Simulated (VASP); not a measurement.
Consider the following.

```
TcTi
1.0
    3.11000     0.00000     0.00000
    0.00000     3.11000     0.00000
    0.00000     0.00000     3.11000
Tc Ti
1 1
Direct
  0.00000   0.00000   0.00000
  0.50000   0.50000   0.50000
```

Computed with PBEsol GGA, VASP's PBE PAW potentials (set 64) (plane waves; VASP). Run with 300 eV cut-off, 11×11×11 Γ-centred mesh, Gaussian smearing of 0.10 eV, potentials Tc_pv Ti_sv.

At this cut-off the stress carries a Pulay error, which pulls relaxed volumes low. Energy and stress use the plane-wave basis of the starting cell.

**Question.** The ions, cell shape and volume are relaxed. What does this cell relax into?

**Answer.** 
```
TcTi
1.0
    3.06457     0.00000     0.00000
    0.00000     3.06457     0.00000
    0.00000     0.00000     3.06457
Tc Ti
1 1
Direct
  0.00000   0.00000   0.00000
  0.50000   0.50000   0.50000
```
Space group Pm-3m (221), at a tolerance of 0.03 Å.

**Question.** How do energy and volume change from the first to the last step?

**Answer.** The energy (σ→0) changes by -19.5 meV/atom and the volume by -4.3 %, in 4 ionic steps.

The structure comes from a measured TiTc entry of the Crystallography Open Database, whose conditions weren't checked. This run relaxes it. Symmetry was kept, so distortions that lower it aren't found. The run is one of a series of settings (EDIFFG = -0.01, IBRION = 2, ISIF = 3, NSW = 50 against the base run), some of them coarse on purpose. The electron count is odd and the run is not spin-polarised, which forces a metal.
